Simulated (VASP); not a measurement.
The system is Si3Bi2TeSe2.

```
Si Bi Te Se
1.0
     4.31946    0.00000    0.00000
     0.00000    4.31946    0.00000
     0.00000    0.00000   12.00031
Si Bi Te Se
3 2 1 2
Direct
  0.50000 0.50000 0.76146
  0.00000 0.00000 0.50000
  0.50000 0.50000 0.23854
  0.00000 0.50000 0.62998
  0.50000 0.00000 0.37002
  0.00000 0.00000 0.00000
  0.00000 0.50000 0.10342
  0.50000 0.00000 0.89658
```

The cell was built by a generator and needn't be a form met in nature.

```yaml
Program: VASP 6.6.1
Task: relaxation of cell and atoms
Functional: PBE
Potentials_or_basis: VASP PAW PBE potentials, release 64 (Si, Bi_d, Te, Se)
Cutoff: 520 eV
k_mesh: 3 × 3 × 2
Occupations: gaussian, width 0.15 eV
Spin: no spin polarisation
```

At the start: pressure 12.6 GPa; volume 27.99 Å³/atom.

Q: Where does the relaxation end?

A: Over 20 steps the energy falls by 425.4 meV/atom and the volume is 32.42 Å³/atom (+15.8 %); space group P-4m2 (No. 115, to 0.05 Å).

Step by step:
| step | energy change (eV) | largest force (eV/Å) | pressure (GPa) | volume (Å³) |
| --- | --- | --- | --- | --- |
| 1 | 0.0000 | 3.3442 | 12.59 | 223.90 |
| 2 | -2.0793 | 0.6859 | -2.94 | 302.98 |
| 3 | -2.2659 | 1.1052 | -0.69 | 280.91 |
| 4 | -2.4021 | 1.0309 | -0.54 | 277.08 |
| 5 | -2.7344 | 0.8910 | 0.02 | 265.77 |
| 6 | -2.8200 | 1.3835 | 1.96 | 243.84 |
| 7 | -2.9213 | 0.6971 | 0.80 | 254.44 |
| 8 | -2.9283 | 0.8530 | 0.94 | 252.02 |
| 9 | -3.0559 | 0.8918 | 0.42 | 254.30 |
| 10 | -3.1458 | 0.8989 | -0.32 | 257.75 |
| 11 | -3.2781 | 0.4857 | 0.00 | 255.96 |
| 12 | -3.3283 | 0.3808 | 0.38 | 254.35 |
| 13 | -3.3301 | 0.4592 | 0.46 | 253.96 |
| 14 | -3.3706 | 0.2530 | 0.12 | 258.13 |
| 15 | -3.3823 | 0.1758 | -0.52 | 262.12 |
| 16 | -3.4011 | 0.1040 | 0.09 | 257.93 |
| 17 | -3.4011 | 0.1029 | 0.13 | 257.90 |
| 18 | -3.4035 | 0.0851 | 0.15 | 258.99 |
| 19 | -3.4033 | 0.0875 | 0.00 | 259.59 |
| 20 | -3.4035 | 0.0416 | -0.11 | 259.36 |

Final structure:
```
CELL_PARAMETERS angstrom
4.47772 0.00000 0.00000
0.00000 4.47772 0.00000
0.00000 0.00000 12.93563
ATOMIC_POSITIONS crystal
Si 0.50000 0.50000 0.74365
Si 0.00000 0.00000 0.50000
Si 0.50000 0.50000 0.25635
Bi 0.00000 0.50000 0.62236
Bi 0.50000 0.00000 0.37764
Te 0.00000 0.00000 0.00000
Se 0.00000 0.50000 0.17000
Se 0.50000 0.00000 0.83000
```

Caveat: the k mesh is coarse (spacing up to 0.48 Å⁻¹), so the values aren't converged; the volume moved by over 15 % at a fixed basis, so the end points are rough; the relaxation stopped at a loose force limit of 0.08 eV/Å, so its end isn't a converged minimum.
